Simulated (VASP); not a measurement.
Output of a VASP run:

File OSZICAR:
```
       N       E                     dE             d eps       ncg     rms          rms(c)
DAV:   1     0.103310698220E+02    0.10331E+02   -0.85227E+03  3368   0.133E+03
DAV:   2    -0.659774905796E+02   -0.76309E+02   -0.71781E+02  4176   0.311E+02
DAV:   3    -0.688147391858E+02   -0.28372E+01   -0.27993E+01  4472   0.456E+01
DAV:   4    -0.688421061642E+02   -0.27367E-01   -0.27340E-01  4216   0.488E+00
DAV:   5    -0.688424183108E+02   -0.31215E-03   -0.31210E-03  4344   0.443E-01    0.640E+01
DAV:   6    -0.637033400357E+02    0.51391E+01   -0.47090E+00  4168   0.179E+01    0.411E+01
DAV:   7    -0.634855604336E+02    0.21778E+00   -0.11006E+00  4320   0.970E+00    0.196E+01
DAV:   8    -0.637663382200E+02   -0.28078E+00   -0.43738E-01  3824   0.640E+00    0.588E+00
DAV:   9    -0.636988305270E+02    0.67508E-01   -0.28299E-01  4064   0.388E+00    0.431E+00
DAV:  10    -0.637235001507E+02   -0.24670E-01   -0.42029E-02  3968   0.216E+00    0.561E-01
DAV:  11    -0.637235154198E+02   -0.15269E-04   -0.87429E-03  4072   0.876E-01    0.680E-01
DAV:  12    -0.637252051587E+02   -0.16897E-02   -0.23673E-03  3960   0.482E-01    0.745E-02
DAV:  13    -0.637252308454E+02   -0.25687E-04   -0.74860E-05  4144   0.854E-02    0.567E-02
DAV:  14    -0.637252376932E+02   -0.68478E-05   -0.48015E-06  3984   0.232E-02    0.268E-02
DAV:  15    -0.637252395469E+02   -0.18537E-05   -0.36052E-06  4120   0.157E-02    0.762E-03
DAV:  16    -0.637252395032E+02    0.43766E-07   -0.39815E-07  2216   0.631E-03
   1 F= -.63725240E+02 E0= -.63724887E+02  d E =-.705524E-03  mag=     0.0000     0.0000     0.0000
       N       E                     dE             ncg
```

File OUTCAR:
```
------------------------ aborting loop because EDIFF is reached ----------------------------------------
  FORCE on cell =-STRESS in cart. coord.  units (eV):
  Direction    XX          YY          ZZ          XY          YZ          ZX
  --------------------------------------------------------------------------------------
  Total        0.0100977      0.0100977      0.0122443      0.0000000      0.0000000     -0.0000000
  in kB        0.5469015      0.5469016      0.6631620      0.0000000      0.0000000     -0.0000000
  external PRESSURE =       0.5856550 kB  Pullay stress =       0.0000000 kB
  volume of cell :       29.58
      direct lattice vectors                 reciprocal lattice vectors
     1.566010206 -2.712409473  0.000000000     0.319282721 -0.184337949  0.000000000
     1.566010206  2.712409473  0.000000000     0.319282721  0.184337949  0.000000000
     0.000000000  0.000000000  3.482122837     0.000000000  0.000000000  0.287181138
 POSITION                                       TOTAL-FORCE (eV/Angst)
 -----------------------------------------------------------------------------------
      0.00000      0.00000      0.00000         0.000000      0.000000      0.000000
      1.56601      0.90414      1.74106        -0.000000     -0.000000      0.000000
      1.56601     -0.90414      1.74106         0.000000      0.000000     -0.000000
 -----------------------------------------------------------------------------------
    total drift:                                0.000000     -0.000000      0.000000
  FREE ENERGIE OF THE ION-ELECTRON SYSTEM (eV)
  ---------------------------------------------------
  free  energy   TOTEN  =       -63.7252395032 eV

  energy  without entropy=      -63.7245339792  energy(sigma->0) =      -63.72488674

 Ion:    1  E_soc:     -1.2669947

 Ion:    2  E_soc:     -0.0000523

 Ion:    3  E_soc:     -0.0000523
```
(Selected blocks of OUTCAR.)

POSCAR:
```
HfB2
1
    1.5660102064    -2.7124094731    -0.0000000000
    1.5660102064     2.7124094731     0.0000000000
    0.0000000000     0.0000000000     3.4821228369
Hf B
1 2
Direct
  0.0000000000   0.0000000000   0.0000000000
  0.3333330000   0.6666670000   0.5000000000
  0.6666670000   0.3333330000   0.5000000000
```

Q: Write an INCAR and KPOINTS that could have produced this output.

A: Several could match; the one computed here: the input of the run itself, r2SCAN meta-GGA with spin-orbit coupling, plane waves, VASP's PBE PAW potentials (set 64).

File KPOINTS:
```
Automatic mesh
0
Gamma
10 10 8
0 0 0
```

**INCAR**
```
# general
SYSTEM     = HfB2
PREC       = Accurate
ENCUT      = 520   # plane-wave cut-off (eV)
LREAL      = .False.   # projection in real space or not
LASPH      = .True.

# electronic loop
EDIFF      = 1E-6
NELM       = 100   # most electronic steps
ALGO       = Normal   # blocked Davidson
LMAXMIX    = 6
LMIXTAU    = .True.

# smearing
ISMEAR     = 0
SIGMA      = 0.05   # width (eV)

# functional
METAGGA    = R2SCAN
GGA_COMPAT = .False.

# spin
MAGMOM     = 9*0
LSORBIT    = .True.

# output
LWAVE      = .False.
LCHARG     = .False.
```

**KPOINTS_OPT**
```
k-points along high-symmetry lines
5
Line-mode
Reciprocal
  0.000000   0.000000   0.000000 ! GAMMA
 -0.000000   0.500000   0.000000 ! M

 -0.000000   0.500000   0.000000 ! M
 -0.333333   0.666667   0.000000 ! K

 -0.333333   0.666667   0.000000 ! K
  0.000000   0.000000   0.000000 ! GAMMA

  0.000000   0.000000   0.000000 ! GAMMA
  0.000000   0.000000   0.500000 ! A

  0.000000   0.000000   0.500000 ! A
 -0.000000   0.500000   0.500000 ! L

 -0.000000   0.500000   0.500000 ! L
 -0.333333   0.666667   0.500000 ! H

 -0.333333   0.666667   0.500000 ! H
  0.000000   0.000000   0.500000 ! A

 -0.000000   0.500000   0.500000 ! L
 -0.000000   0.500000   0.000000 ! M

 -0.333333   0.666667   0.500000 ! H
 -0.333333   0.666667   0.000000 ! K
```

POTCAR, in this order: Hf_pv B (PBE.64 set). Program: vasp_ncl.

The compound is HfB2 in the AlB2 type structure. It was relaxed first.
